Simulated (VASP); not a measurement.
OSZICAR of a VASP run on Ga$_{2}$O$_{3}$ (corundum):

OSZICAR:
```
       N       E                     dE             d eps       ncg     rms          rms(c)
DAV:   1     0.921775487005E+03    0.92178E+03   -0.23771E+04 21292   0.105E+03
DAV:   2     0.816124782262E+02   -0.84016E+03   -0.67552E+03 13736   0.296E+02
DAV:   3    -0.656900839343E+02   -0.14730E+03   -0.14221E+03 15860   0.983E+01
DAV:   4    -0.712134003266E+02   -0.55233E+01   -0.54957E+01 16080   0.188E+01
DAV:   5    -0.712776610744E+02   -0.64261E-01   -0.64245E-01 16048   0.199E+00    0.157E+01
DAV:   6    -0.638912208031E+02    0.73864E+01   -0.63724E-01 21568   0.206E+01    0.421E+00
DAV:   7    -0.639129089884E+02   -0.21688E-01   -0.16704E+00 15164   0.294E+00    0.329E+00
DAV:   8    -0.638616208041E+02    0.51288E-01   -0.23920E-01 18600   0.147E+00    0.209E+00
DAV:   9    -0.638083714954E+02    0.53249E-01   -0.30368E-02 17008   0.949E-01    0.175E-01
DAV:  10    -0.638094487459E+02   -0.10773E-02   -0.10044E-02 17088   0.273E-01    0.874E-02
DAV:  11    -0.638094217155E+02    0.27030E-04   -0.28168E-04 15484   0.931E-02    0.400E-02
DAV:  12    -0.638094090292E+02    0.12686E-04   -0.27905E-05 18904   0.152E-02    0.155E-02
DAV:  13    -0.638094076784E+02    0.13508E-05   -0.32025E-06 17280   0.739E-03    0.171E-03
DAV:  14    -0.638094075968E+02    0.81662E-07   -0.64220E-07 15544   0.213E-03
   1 F= -.63809408E+02 E0= -.63809408E+02  d E =-.274322E-49
 imaginary and real dielectric function
```

### Question
Which electronic solver shows in the log?

### Answer
It is blocked Davidson (ALGO = Normal, or the opening steps of other solvers). The INCAR had ALGO = Normal.

### Question
Can the final energy be trusted as converged?

### Answer
Self-consistency was reached. It stopped with EDIFF = 1E-7, NELM = 100 (PBEsol GGA, plane waves, VASP's PBE PAW potentials (set 64)). The dielectric response may not be converged in the k-mesh; for small gaps it tends to come out too large.

The compound is Ga2O3 in the corundum structure, the metastable α form; monoclinic β is stable. It was relaxed first.
